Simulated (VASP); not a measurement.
Calculation: vdW-DF-cx, VASP's PBE PAW potentials (set 64) (plane waves; VASP 6.6.1).

A VASP calculation is set up with these files.

### POSCAR
```
Bi
4.6834590
  0.8751516870  -0.4838352452  -0.0035926839
  0.8751516870   0.4838352452  -0.0035926839
  0.6109238374   0.0000000000   0.7916893283
Bi
2
Cartesian
  0.5592107443   0.0000000000   0.1857945062
  1.8020164670  -0.0000000000   0.5987094544
```

File KPOINTS:
```
kpoints
0
G
11 11 11
0 0 0
```

INCAR:
```
SYSTEM = Bi
PREC = Accurate; ENCUT = 520; LREAL = .FALSE.
LASPH = .TRUE.
EDIFF = 1E-7; NELM = 100; ALGO = Normal
LMAXMIX = 4
ISMEAR = -5
GGA = CX; LUSE_VDW = .TRUE.; AGGAC = 0.0
ISIF = 2
LWAVE = .FALSE.; LCHARG = .TRUE.; LORBIT = 11
NEDOS = 601
```

POTCAR, in this order: Bi_d (PBE.64 set). Program: vasp_std.

Unless said otherwise, spin-orbit coupling is left out, though it shifts the bands of the heavy elements here.

Question: Predict the energy per atom (σ→0), band gap (on the k-mesh).

Answer: 
```json
{
 "energy per atom (σ→0)": "-0.710 eV/atom",
 "band gap (on the k-mesh)": "none (metal, semimetal or under 0.01 eV)"
}
```

File OSZICAR:
```
...
DAV:   7    -0.142009452808E+01    0.11324E-02   -0.11979E-02  6490   0.138E+00    0.111E-01
DAV:   8    -0.142025377687E+01   -0.15925E-03   -0.13995E-03  5977   0.466E-01    0.206E-02
DAV:   9    -0.142027238887E+01   -0.18612E-04   -0.54254E-05  7449   0.626E-02    0.867E-03
DAV:  10    -0.142027110249E+01    0.12864E-05   -0.62233E-06  5904   0.246E-02    0.153E-03
DAV:  11    -0.142027132209E+01   -0.21959E-06   -0.50777E-07  4869   0.561E-03    0.965E-04
DAV:  12    -0.142027119402E+01    0.12806E-06   -0.15957E-07  4570   0.390E-03    0.225E-04
DAV:  13    -0.142027122098E+01   -0.26957E-07   -0.24038E-08  2912   0.201E-03
   1 F= -.14202712E+01 E0= -.14202712E+01  d E =0.000000E+00
```

The compound is Bi in the a7 structure. It was relaxed first.
